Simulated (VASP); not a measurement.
Consider the following.

```
CsI
1.0
    4.57000     0.00000     0.00000
    0.00000     4.57000     0.00000
    0.00000     0.00000     4.57000
Cs I
1 1
Direct
  0.00000   0.00000   0.00000
  0.50000   0.50000   0.50000
```

Method: r2SCAN+rVV10, VASP's PBE PAW potentials (set 64) (plane waves; VASP 6.6.1). Numerical set-up: 520 eV cut-off, 5×5×5 Γ-centred mesh, Gaussian smearing of 0.050 eV, potentials Cs_sv I.

Problem. The ions, cell shape and volume are relaxed. Give the cell that the relaxation ends in.

Solution. 
```
CsI
1.0
    4.54681     0.00000     0.00000
    0.00000     4.54681     0.00000
    0.00000     0.00000     4.54681
Cs I
1 1
Direct
  0.00000   0.00000   0.00000
  0.50000   0.50000   0.50000
```
Space group Pm-3m (221), at a tolerance of 0.03 Å.

Problem. How do energy and volume change from the first to the last step?

Solution. The energy (σ→0) changes by -0.4 meV/atom and the volume by -1.5 %, in 5 ionic steps.

The compound is CsI in the CsCl type structure. This run relaxes it. Symmetry was kept, so distortions that lower it aren't found.
